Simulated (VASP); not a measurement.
A convergence study with VASP on Ge (diamond): a few settings are varied, all else stays as given below, so the limit is that of these other settings.

```
CELL_PARAMETERS angstrom
      0.00000     2.82900     2.82900
      2.82900     0.00000     2.82900
      2.82900     2.82900     0.00000
ATOMIC_POSITIONS crystal
  Ge 0.00000 0.00000 0.00000
  Ge 0.25000 0.25000 0.25000
```

Level of theory: LDA (Ceperley-Alder, Perdew-Zunger), VASP's LDA PAW potentials (set 64) (plane waves; VASP 6.6.1). The last row used: 550 eV cut-off, 15×15×15 Γ-centred mesh, second-order Methfessel-Paxton smearing of 0.40 eV, potentials Ge_d.

```tsv
setting	E (eV/atom)	pressure (GPa)	irreducible k-points
ISMEAR = -1, SIGMA = 0.01, 4×4×4 mesh	-5.0590	?	8
ISMEAR = -1, SIGMA = 0.1, 4×4×4 mesh	-5.0611	-0.19	8
ISMEAR = 0, SIGMA = 0.01, 4×4×4 mesh	-5.0589	-0.29	8
ISMEAR = 0, SIGMA = 0.2, 4×4×4 mesh	-5.0606	-0.17	8
ISMEAR = 1, SIGMA = 0.05, 4×4×4 mesh	-5.0590	-0.29	8
ISMEAR = 1, SIGMA = 0.2, 4×4×4 mesh	-5.0597	-0.08	8
ISMEAR = 2, SIGMA = 0.05, 4×4×4 mesh	-5.0590	-0.35	8
ISMEAR = 2, SIGMA = 0.2, 4×4×4 mesh	?	?	8
ISMEAR = -1, SIGMA = 0.01, 9×9×9 mesh	-5.1915	-1.18	35
ISMEAR = -1, SIGMA = 0.2, 9×9×9 mesh	-5.1903	-1.03	35
ISMEAR = 0, SIGMA = 0.01, 9×9×9 mesh	-5.1915	-1.18	35
ISMEAR = 0, SIGMA = 0.4, 9×9×9 mesh	-5.1912	-1.06	35
ISMEAR = 1, SIGMA = 0.05, 9×9×9 mesh	-5.1915	-1.18	35
ISMEAR = 1, SIGMA = 0.4, 9×9×9 mesh	-5.1914	-1.13	35
ISMEAR = 2, SIGMA = 0.05, 9×9×9 mesh	-5.1915	-1.18	35
ISMEAR = 2, SIGMA = 0.4, 9×9×9 mesh	-5.1913	-1.16	35
ISMEAR = -1, SIGMA = 0.05, 15×15×15 mesh	-5.1947	-1.16	120
ISMEAR = -1, SIGMA = 0.2, 15×15×15 mesh	-5.1929	-1.07	120
ISMEAR = 0, SIGMA = 0.1, 15×15×15 mesh	-5.1947	-1.16	120
ISMEAR = 0, SIGMA = 0.4, 15×15×15 mesh	-5.1943	-1.10	120
ISMEAR = 1, SIGMA = 0.1, 15×15×15 mesh	-5.1947	-1.18	120
ISMEAR = 1, SIGMA = 0.4, 15×15×15 mesh	-5.1950	-1.15	120
ISMEAR = 2, SIGMA = 0.1, 15×15×15 mesh	-5.1947	-1.18	120
ISMEAR = 2, SIGMA = 0.4, 15×15×15 mesh	-5.1947	-1.16	120
```

Question: Fill in the missing entries.

Answer: 
- ISMEAR = -1, SIGMA = 0.01, 4×4×4 mesh, pressure (GPa): -0.27
- ISMEAR = 2, SIGMA = 0.2, 4×4×4 mesh, E (eV/atom): -5.0595
- ISMEAR = 2, SIGMA = 0.2, 4×4×4 mesh, pressure (GPa): -0.05

Left out are rungs that failed or repeat a setting and relaxations that didn't move; long series are thinned to 24 rows.

The compound is Ge in the diamond structure. The cell was not relaxed at this level.
